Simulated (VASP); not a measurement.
# PbO (Litharge): exact exchange and RPA correlation

Aim: total energies of PbO (Litharge) from exact exchange and RPA correlation, beside cheaper functionals. The scan starts from a database cell, scaled to the smallest volume of the series. The cell has space group P4/nmm. Left out of this account: 3 further runs (self-consistent run and share of exact exchange: the chain at volume ratio 1.06 didn't finish; empty bands: ended at its time limit). The start is a cell from a database of measured crystal structures.

Calculated with VASP 6.6.1; LDA; plane waves and PAW (Pb_d_GW, O_GW), in the first sound run; inputs show where later runs differ.

The database entry behind the starting cell differs from later determinations by our own check (an axis about 0.4 % long against later determinations), so it need not match the best structure at ambient conditions.

### Step 1. Set-up

The structure is tetragonal, space group P4/nmm (No. 129). Conventional cell: a = 3.881 Å, b = 3.881 Å, c = 4.873 Å, α = 90.00°, β = 90.00°, γ = 90.00°. Pb has 4 O at 2.27 Å nearest. Nearest to O lie 4 Pb at 2.27 Å. Farther neighbours and most contacts between anions are not listed.

Coordinates:

```cif
data_structure
_symmetry_space_group_name_H-M 'P4/nmm:1'
_symmetry_Int_Tables_number 129
_cell_length_a 3.8806
_cell_length_b 3.8806
_cell_length_c 4.8727
_cell_angle_alpha 90.000
_cell_angle_beta 90.000
_cell_angle_gamma 90.000
_cell_volume 73.38
loop_
_atom_site_label
_atom_site_type_symbol
_atom_site_symmetry_multiplicity
_atom_site_Wyckoff_symbol
_atom_site_fract_x
_atom_site_fract_y
_atom_site_fract_z
_atom_site_occupancy
Pb1 Pb 2 c 0.50000 0.00000 0.76000 1
O1 O 2 a 0.50000 0.50000 0.00000 1
```

### Step 2. Orbitals, volume ratio 0.92

RPA gives no stress here, so the energy is scanned over volumes, at one cutoff and mesh. Volumes are given as ratios to a reference cell, and this first cell is that cell scaled to 0.92. Each point starts from LDA orbitals, tightly converged.

INCAR

```
SYSTEM = PbO
PREC = Accurate
ENCUT = 560
EDIFF = 1E-08
NELM = 100
ISMEAR = 0
SIGMA = 0.05
LREAL = .FALSE.
ALGO = Normal
GGA = CA
NBANDS = 28
LORBIT = 11
LWAVE = .TRUE.
LCHARG = .FALSE.
KPAR = 4
```

POSCAR

```
PbO
1.0
    3.8806294166      0.0000000000      0.0000000000
    0.0000000000      3.8806294166      0.0000000000
    0.0000000000      0.0000000000      4.8726700194
Pb O
2 2
Direct
    0.5000000000      0.0000000000      0.7600000000
    0.0000000000      0.5000000000      0.2400000000
    0.5000000000      0.5000000000      0.0000000000
    0.0000000000      0.0000000000      0.0000000000
```

KPOINTS

```
Automatic mesh
0
Gamma
4 4 3
0 0 0
```

PAW data sets: Pb_d_GW and O_GW (LDA family, release 64).

Run with:

```bash
mpirun -np 4 vasp_std
```

Output:

```text
[banner, memory and clock lines left out]
running    4 mpi-ranks, on    1 nodes
 distrk:  each k-point on    1 cores,    4 groups
 distr:  one band on    1 cores,    1 groups

 POSCAR found type information on POSCAR PbO
 POSCAR found :  2 types and       4 ions
 LDA part: xc-table for (Slater(with rela. corr.)+CA(PZ))
 , standard interpolation
 POSCAR, INCAR and KPOINTS ok, starting setup
 FFT: planning ... GRIDC
 FFT: planning ... GRID_SOFT
 FFT: planning ... GRID
 WAVECAR not read
 entering main loop
       N       E                     dE             d eps       ncg     rms          rms(c)
DAV:   1     0.591377505441E+03    0.59138E+03   -0.26156E+04   972   0.286E+03
DAV:   2     0.557642605957E+02   -0.53561E+03   -0.51672E+03   896   0.785E+02
DAV:   3    -0.228093738079E+02   -0.78574E+02   -0.74757E+02  1024   0.323E+02
DAV:   4    -0.285292874080E+02   -0.57199E+01   -0.56567E+01  1120   0.899E+01
DAV:   5    -0.286500203581E+02   -0.12073E+00   -0.12047E+00  1040   0.124E+01    0.117E+01
DAV:   6    -0.246971798153E+02    0.39528E+01   -0.24932E+01  1336   0.715E+01    0.525E+00
DAV:   7    -0.244444781379E+02    0.25270E+00   -0.20253E+00  1080   0.187E+01    0.219E+00
DAV:   8    -0.243985814607E+02    0.45897E-01   -0.45991E-01   976   0.703E+00    0.804E-01
DAV:   9    -0.243881960503E+02    0.10385E-01   -0.51289E-02  1240   0.345E+00    0.131E-01
DAV:  10    -0.243886010659E+02   -0.40502E-03   -0.43494E-03  1004   0.578E-01    0.304E-02
DAV:  11    -0.243886138505E+02   -0.12785E-04   -0.11378E-04  1080   0.127E-01    0.106E-02
DAV:  12    -0.243886129855E+02    0.86493E-06   -0.18476E-05  1092   0.630E-02    0.267E-03
DAV:  13    -0.243886130595E+02   -0.73986E-07   -0.93191E-07  1080   0.173E-02    0.277E-03
DAV:  14    -0.243886129714E+02    0.88152E-07   -0.19603E-07   880   0.609E-03    0.327E-04
DAV:  15    -0.243886129729E+02   -0.15207E-08   -0.29858E-08   624   0.316E-03
   1 F= -.24388613E+02 E0= -.24388613E+02  d E =-.133654E-38
 writing wavefunctions
```

Elapsed: 10 s, on 4 MPI ranks of Intel Xeon Platinum 8259CL at 2.50GHz (Skylake/Cascade Lake), shared host; peak memory 0.7 GiB; 35 s of CPU time.

Lines that name or quote the potential files are left out of all logs, and their timing lines are given in words.

From OUTCAR (step 2):

```text
ion  position               nearest neighbor table
   1  0.500  0.000  0.760-   3 2.27   4 2.27   3 2.27   4 2.27
   2  0.000  0.500  0.240-   3 2.27   4 2.27   4 2.27   3 2.27
   3  0.500  0.500  0.000-   1 2.27   2 2.27   1 2.27   2 2.27
   4  0.000  0.000  0.000-   1 2.27   2 2.27   2 2.27   1 2.27

  LATTYP: Found a simple tetragonal cell.
 ALAT       =     3.8806294166
 C/A-ratio  =     1.2556390978

 Subroutine GETGRP returns: Found 16 space group operations
 (whereof  8 operations were pure point group operations)

The static configuration has the point symmetry D_2d.
 The point group associated with its full space group is D_4h.

 Found     12 irreducible k-points:

   k-points           NKPTS =     12   k-points in BZ     NKDIM =     12   number of bands    NBANDS=     28

   dimension x,y,z NGX =    30 NGY =   30 NGZ =   40
   dimension x,y,z NGXF=    60 NGYF=   60 NGZF=   80

   ENCUT  =  560.0 eV  41.16 Ry    6.42 a.u.   7.49  7.49  9.40*2*pi/ulx,y,z

   NELECT =      44.0000    total number of electrons

 k-points in reciprocal lattice and weights: Automatic mesh
   0.00000000  0.00000000  0.00000000       0.021
   0.25000000  0.00000000  0.00000000       0.083
   0.50000000  0.00000000  0.00000000       0.042
   0.25000000  0.25000000  0.00000000       0.083
   0.50000000  0.25000000  0.00000000       0.083
   0.50000000  0.50000000  0.00000000       0.021
   0.00000000  0.00000000  0.33333333       0.042
   0.25000000  0.00000000  0.33333333       0.167
   0.50000000  0.00000000  0.33333333       0.083
   0.25000000  0.25000000  0.33333333       0.167
   0.50000000  0.25000000  0.33333333       0.167
   0.50000000  0.50000000  0.33333333       0.042

 average (electrostatic) potential at core
       1 -52.0364       2 -52.0364       3 -72.8072       4 -72.8072

 E-fermi :   3.3955

 k-point     1 :       0.0000    0.0000    0.0000
  band No.  band energies     occupation
    ...
     18      -1.9243      2.00000
     19       0.8847      2.00000
     20       0.9128      2.00000
     21       0.9128      2.00000
     22       2.9425      2.00000
     23       5.4843      0.00000
     24       8.4603      0.00000
     25       8.6049      0.00000
     26       8.6049      0.00000
     27       9.6453      0.00000
    ...

 k-point     2 :       0.2500    0.0000    0.0000
  band No.  band energies     occupation
    ...
     18      -1.5229      2.00000
     19      -0.0338      2.00000
     20       0.4765      2.00000
     21       0.6009      2.00000
     22       2.7004      2.00000
     23       6.4255      0.00000
     24       6.6717      0.00000
     25       8.5719      0.00000
     26       8.9548      0.00000
     27       9.3385      0.00000
    ...

 k-point     3 :       0.5000    0.0000    0.0000
  band No.  band energies     occupation
    ...
     18      -0.7761      2.00000
     19      -0.5409      2.00000
     20      -0.5409      2.00000
     21       0.9469      2.00000
     22       0.9469      2.00000
     23       6.3976      0.00000
     24       6.3976      0.00000
     25       9.7391      0.00000
     26       9.7391      0.00000
     27       9.7788      0.00000
    ...

  Total        2.1863639      2.1863639      1.6194529      0.0000000      0.0000000      0.0000000
  in kB       47.7377213     47.7377213     35.3596178      0.0000000      0.0000000      0.0000000
  external PRESSURE =      43.6116868 kB  Pullay stress =       0.0000000 kB

  energy-cutoff  :      560.00
  volume of cell :       73.38
      direct lattice vectors                 reciprocal lattice vectors
     3.880629417  0.000000000  0.000000000     0.257690156  0.000000000  0.000000000
     0.000000000  3.880629417  0.000000000     0.000000000  0.257690156  0.000000000
     0.000000000  0.000000000  4.872670019     0.000000000  0.000000000  0.205226292

 POSITION                                       TOTAL-FORCE (eV/Angst)
 -----------------------------------------------------------------------------------
      1.94031      0.00000      3.70323        -0.000000     -0.000000     -0.624751
      0.00000      1.94031      1.16944        -0.000000      0.000000      0.624751
      1.94031      1.94031      0.00000         0.000000     -0.000000      0.000000
      0.00000      0.00000      0.00000         0.000000     -0.000000      0.000000
 -----------------------------------------------------------------------------------
    total drift:                                0.000000      0.000000      0.000000

  FREE ENERGIE OF THE ION-ELECTRON SYSTEM (eV)
  ---------------------------------------------------
  free  energy   TOTEN  =       -24.3886129729 eV

  energy  without entropy=      -24.3886129729  energy(sigma->0) =      -24.38861297

 total charge
# of ion       s       p       d       f       tot
--------------------------------------------------
    1        3.366   0.672   9.906   0.080  14.024
    2        3.366   0.672   9.906   0.080  14.024
    3        1.546   3.364   0.000   0.000   4.910
    4        1.546   3.364   0.000   0.000   4.910
--------------------------------------------------
tot          9.822   8.072  19.812   0.160  37.866

[... 3 further parts left out ...]
```

The gap is read on the k-mesh alone, so it is an upper bound where the band edges lie off the mesh.

A gap read on the k-mesh alone can miss the band edges.

Numbers from this step:

```
free energy (TOTEN)            : -24.39 eV
Fermi energy                   : 3.396 eV
pressure                       : 4.361 GPa
gap on the k-mesh              : 0.9544 eV
least direct gap on the k-mesh : 2.314 eV
```

### Step 3. Exact exchange, volume ratio 0.92

This step: Hartree-Fock energy on LDA orbitals; plane waves and PAW (Pb_d_GW, O_GW) (VASP 6.6.1).

The Hartree-Fock energy is evaluated once on these orbitals (ALGO = Eigenval, NELM = 1), without letting them relax. It uses the mesh of the correlation step, and the total energy is their sum.

INCAR

```
SYSTEM = PbO
PREC = Accurate
ENCUT = 560
ISMEAR = 0
SIGMA = 0.05
LREAL = .FALSE.
GGA = CA
NBANDS = 28
ALGO = Eigenval
NELM = 1
LHFCALC = .TRUE.
AEXX = 1
ALDAC = 0
AGGAC = 0
PRECFOCK = Normal
LWAVE = .FALSE.
LCHARG = .FALSE.
```

POSCAR is that of step 2.

KPOINTS is that of step 2.

The run starts from files that an earlier step left in the folder.

Run with:

```bash
mpirun -np 4 vasp_std
```

Output:

```text
[banner, memory and clock lines left out]
running    4 mpi-ranks, on    1 nodes
 distrk:  each k-point on    4 cores,    1 groups
 distr:  one band on    1 cores,    4 groups

 POSCAR found type information on POSCAR PbO
 POSCAR found :  2 types and       4 ions
 LDA part: xc-table for (Slater(with rela. corr.)+CA(PZ))
 , standard interpolation
 found WAVECAR, reading the header
 POSCAR, INCAR and KPOINTS ok, starting setup
 FFT: planning ... GRIDC
 FFT: planning ... GRID_SOFT
 FFT: planning ... GRID
 reading WAVECAR
 the WAVECAR file was read successfully
 initial charge from wavefunction
 entering main loop
       N       E                     dE             d eps       ncg     rms          rms(c)
EIG:   1    -0.451854586528E+02   -0.45185E+02    0.00000E+00     0   0.000E+00
   1 F= -.45185459E+02 E0= -.45185459E+02  d E =-.133654E-38
```

The job ended after 2.8 min (4 MPI ranks; peak memory 0.6 GiB; 9.9 min of CPU time).

OUTCAR, selected parts (step 3):

```text
 Found     12 irreducible k-points:

   k-points           NKPTS =     12   k-points in BZ     NKDIM =     48   number of bands    NBANDS=     28

   NELECT =      44.0000    total number of electrons

  exchange ACFDT corr.  =         0.00000000  see jH, gK, PRB 81, 115126

 E-fermi :   3.3955

 k-point     1 :       0.0000    0.0000    0.0000
  band No.  band energies     occupation
    ...
     18      -7.7940      2.00000
     19      -4.4279      2.00000
     20      -4.1982      2.00000
     21      -4.1982      2.00000
     22       0.2004      2.00000
     23       9.3203      0.00000
     24      12.7749      0.00000
     25      12.9269      0.00000
     26      12.9268      0.00000
     27      14.5104      0.00000
    ...

 k-point     2 :       0.2500    0.0000    0.0000
  band No.  band energies     occupation
    ...
     18      -7.3436      2.00000
     19      -4.8951      2.00000
     20      -4.8172      2.00000
     21      -4.4676      2.00000
     22      -0.3624      2.00000
     23      10.2531      0.00000
     24      10.6501      0.00000
     25      13.2060      0.00000
     26      13.4536      0.00000
     27      14.1531      0.00000
    ...

 POSITION                                       TOTAL-FORCE (eV/Angst)
 -----------------------------------------------------------------------------------
      1.94031      0.00000      3.70323         0.000000     -0.000000     -0.847729
      0.00000      1.94031      1.16944         0.000000      0.000000      0.847729
      1.94031      1.94031      0.00000        -0.000000      0.000000      0.000000
      0.00000      0.00000      0.00000         0.000000      0.000000      0.000000
 -----------------------------------------------------------------------------------
    total drift:                               -0.000001      0.000000     -0.000000

  FREE ENERGIE OF THE ION-ELECTRON SYSTEM (eV)
  ---------------------------------------------------
  free  energy   TOTEN  =       -45.1854586528 eV

  energy  without entropy=      -45.1854586528  energy(sigma->0) =      -45.18545865

[... 8 parts as in an earlier step ...]

[... 5 further parts left out ...]
```

The k-mesh is coarse for unscreened exact exchange, which converges slowly with it.

Numbers from this step:

| Item | Value |
| --- | --- |
| free energy (TOTEN) | -45.19 eV |

The Hartree-Fock energy on these orbitals is -11.2964 eV an atom.

### Step 4. Empty bands, volume ratio 0.92

This step: LDA; plane waves and PAW (Pb_d_GW, O_GW) (VASP 6.6.1).

The next step needs empty bands that the ground-state run didn't converge, so the Hamiltonian is diagonalised exactly for NBANDS bands, in a single step. LOPTICS writes the k-derivatives of the orbitals (WAVEDER), which give the long-wavelength limit of the screening.

INCAR

```
SYSTEM = PbO
PREC = Accurate
ENCUT = 560
ISMEAR = 0
SIGMA = 0.05
LREAL = .FALSE.
GGA = CA
NBANDS = 1200
ALGO = Exact
NELM = 1
LWAVE = .TRUE.
LCHARG = .FALSE.
LOPTICS = .TRUE.
NEDOS = 1000
CSHIFT = 0.1
```

POSCAR is that of step 3.

KPOINTS is that of step 3.

Run with:

```bash
mpirun -np 4 vasp_std
```

Output:

```text
[banner, memory and clock lines left out]
running    4 mpi-ranks, on    1 nodes
 distrk:  each k-point on    4 cores,    1 groups
 distr:  one band on    1 cores,    4 groups

 POSCAR found type information on POSCAR PbO
 POSCAR found :  2 types and       4 ions
 LDA part: xc-table for (Slater(with rela. corr.)+CA(PZ))
 , standard interpolation
 found WAVECAR, reading the header
  number of bands has changed, file:    28 present:  1200
  trying to continue reading WAVECAR, but it might fail
 POSCAR, INCAR and KPOINTS ok, starting setup
 FFT: planning ... GRIDC
 FFT: planning ... GRID_SOFT
 FFT: planning ... GRID
 reading WAVECAR
 random initialization beyond band           28
 the WAVECAR file was read successfully
 initial charge from wavefunction
 entering main loop
       N       E                     dE             d eps       ncg     rms          rms(c)
DIA:   1    -0.243886129799E+02   -0.24389E+02    0.00000E+00     0   0.000E+00
   1 F= -.24388613E+02 E0= -.24388613E+02  d E =-.132005E-21
 writing wavefunctions
 optical routines
 imaginary and real dielectric function
 recalculating local potential from charge density
 direction            1
 direction            2
 direction            3
```

Wall time 1.7 min (4 MPI ranks); peak memory 2.2 GiB.

Parts of OUTCAR (step 4):

```text
 Found     12 irreducible k-points:

   k-points           NKPTS =     12   k-points in BZ     NKDIM =     12   number of bands    NBANDS=   1200

   NELECT =      44.0000    total number of electrons

 E-fermi :   3.2702

 k-point     1 :       0.0000    0.0000    0.0000
  band No.  band energies     occupation
    ...
     18      -1.9242      2.00000
     19       0.8849      2.00000
     20       0.9129      2.00000
     21       0.9129      2.00000
     22       2.9426      2.00000
     23       5.4843      0.00000
     24       8.4603      0.00000
     25       8.6049      0.00000
     26       8.6049      0.00000
     27       9.6453      0.00000
    ...

 k-point     2 :       0.2500    0.0000    0.0000
  band No.  band energies     occupation
    ...
     18      -1.5228      2.00000
     19      -0.0337      2.00000
     20       0.4767      2.00000
     21       0.6011      2.00000
     22       2.7004      2.00000
     23       6.4256      0.00000
     24       6.6717      0.00000
     25       8.5720      0.00000
     26       8.9548      0.00000
     27       9.3386      0.00000
    ...

  Total        2.1870552      2.1870552      1.6192421      0.0000000      0.0000000      0.0000000
  in kB       47.7528160     47.7528160     35.3550157      0.0000000      0.0000000      0.0000000
  external PRESSURE =      43.6202159 kB  Pullay stress =       0.0000000 kB

 POSITION                                       TOTAL-FORCE (eV/Angst)
 -----------------------------------------------------------------------------------
      1.94031      0.00000      3.70323         0.000000      0.000000     -0.624229
      0.00000      1.94031      1.16944         0.000000      0.000000      0.624229
      1.94031      1.94031      0.00000         0.000000      0.000000      0.000000
      0.00000      0.00000      0.00000         0.000000     -0.000000      0.000000
 -----------------------------------------------------------------------------------
    total drift:                                0.000000      0.000000      0.000000

  FREE ENERGIE OF THE ION-ELECTRON SYSTEM (eV)
  ---------------------------------------------------
  free  energy   TOTEN  =       -24.3886129799 eV

  energy  without entropy=      -24.3886129799  energy(sigma->0) =      -24.38861298

 plasma frequency squared (from intraband transitions) (eV^2)
  --------------------------------------------------------------------------------------
       0.000       0.000       0.000
       0.000       0.000       0.000
       0.000       0.000       0.000

[... 8 parts as in an earlier step ...]

[... 5 further parts left out ...]
```

Numbers from this step:

```yaml
gap_on_the_k_mesh: 0.9543 eV
```

WAVECAR now holds 1200 bands for 44 electrons. Its independent-particle dielectric tensor has xx, yy, zz = 8.2, 8.2, 6.8 on this mesh, which isn't tested for convergence in mesh or bands and lacks local fields.

[end of part 1 of 6]

[Lines on the potential files, build, host, timing and source positions are cut from VASP's logs without a mark.]

[Logs are printed without paths, hosts, clocks, repeated set-up lines and the standing remarks that a program may print on its own settings, such as how far it seeks lower states.]

[Hosts, paths, dates, database ids (printed as entryN), source tags and the programs' standing remarks are cut or masked in the printed files.]

[Pressures printed for these runs are not shown converged in the cutoff: they can be off by several GPa and have the wrong sign.]
